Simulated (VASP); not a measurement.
Consider the following.

```yaml
crystal:
  lattice:
    - [4.07481, 0.00000, 0.00000]
    - [-2.03741, 3.52889, 0.00000]
    - [0.00000, 0.00000, 4.64998]
  atoms:
    - { symbol: Co, position: [0.33333, 0.66667, 0.93752], spin: 1.2 }
    - { symbol: Co, position: [0.66667, 0.33333, 0.43752], spin: 1.2 }
    - { symbol: Al, position: [0.33333, 0.66667, 0.43748], spin: -0.1 }
    - { symbol: Al, position: [0.66667, 0.33333, 0.93748], spin: -0.1 }
```

All values below come from r2SCAN meta-GGA, VASP's PBE PAW potentials (set 64) (plane waves; VASP 6.6.1). Run with 400 eV cut-off, 10×10×8 Γ-centred mesh, tetrahedra with Blöchl corrections, potentials Co Al.

The cores are frozen, which limits the accuracy of field gradients.

### Question
Give the principal components of the electric field gradient (V/Å²) and the asymmetry η at each nucleus.

### Answer

```tsv
atom	Vxx	Vyy	Vzz	η
Co1	-21.6	-21.6	43.2	0.00
Co2	-21.6	-21.6	43.2	0.00
Al3	7.0	7.0	-13.9	0.00
Al4	7.0	7.0	-13.9	0.00
```

The structure was generated: CoAl was put into the wurtzite type (P6_3mc), which need not be its known phase. It was relaxed first, which changed the volume by -28 %. The relaxed cell has space group P6_3/mmc.
